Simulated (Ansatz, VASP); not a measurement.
One calculation of CoC, two programs

The input INCAR:

```
SYSTEM = CoC
PREC = Accurate
ENCUT = 600
EDIFF = 1E-6
ISMEAR = 0
SIGMA = 0.1
LREAL = .FALSE.
LASPH = .TRUE.
NELM = 60
ALGO = Normal
ISIF = 3
LWAVE = .FALSE.
LCHARG = .FALSE.
GGA = PE
IBRION = 2
NSW = 100
EDIFFG = -0.01
```

Contents of KPOINTS:

```
Automatic mesh
0
G
  16 16 16
  0 0 0
```

POSCAR

```
CoC
1.0
    0.0000000000      2.1324132802      2.1324132802
    2.1324132802      0.0000000000      2.1324132802
    2.1324132802      2.1324132802      0.0000000000
Co C
1 1
Direct
    0.0000000000      0.0000000000      0.0000000000
    0.2500000000      0.2500000000      0.2500000000
```

Input for Ansatz:

```yaml
crystal:
  lattice:
    - [0.0, 2.1324132802, 2.1324132802]
    - [2.1324132802, 0.0, 2.1324132802]
    - [2.1324132802, 2.1324132802, 0.0]
  atoms:
    - { symbol: Co, position: [0.0, 0.0, 0.0] }
    - { symbol: C, position: [0.25, 0.25, 0.25] }
basis:
  ecutwfc: 420
kpoints:
  mp_grid: { grid: [16, 16, 16] }
hamiltonian:
  xc: pbe
scf:
  occupations: { method: gaussian, width: 0.1 }
output:
  forces: true
  stress: true
  eigenvalues: true
relax:
  adjacent_minimum: "off"
  f_tol: 0.01
  max_steps: 80
  cell: { stress_tol: 0.05 }
```

The cell was built by a generator and needn't be a form met in nature.

Alike in both runs: task relaxation of cell and atoms; functional PBE; k mesh 16 × 16 × 16; occupations gaussian, width 0.1 eV; no spin polarisation.

|  | VASP | Ansatz |
| --- | --- | --- |
| version | VASP 6.6.1 | Ansatz 0.2.0 |
| potentials or method | VASP PAW PBE potentials, release 64 (Co, C) | scalar-relativistic, plane waves, PAW |
| plane-wave cutoff (eV) | 600 | 420 |
| valence electrons in the cell | 13 | 21 |

```tsv
	VASP	Ansatz	Ansatz less VASP
gap on the k mesh at the Fermi level, each at its own relaxed structure (eV)	none	none	-
relaxed volume (Å³/atom)	9.69	9.68	-0.002
relaxed cell length with the largest relative difference (Å)	3.015	3.014	-0.0002
```

A gap of «none» marks a metal or a gap that the smearing closes. The two sets of potentials don't hold the same shells in valence.

Spin polarisation is off, so any magnetic state and its effect on volume and gap are missing.
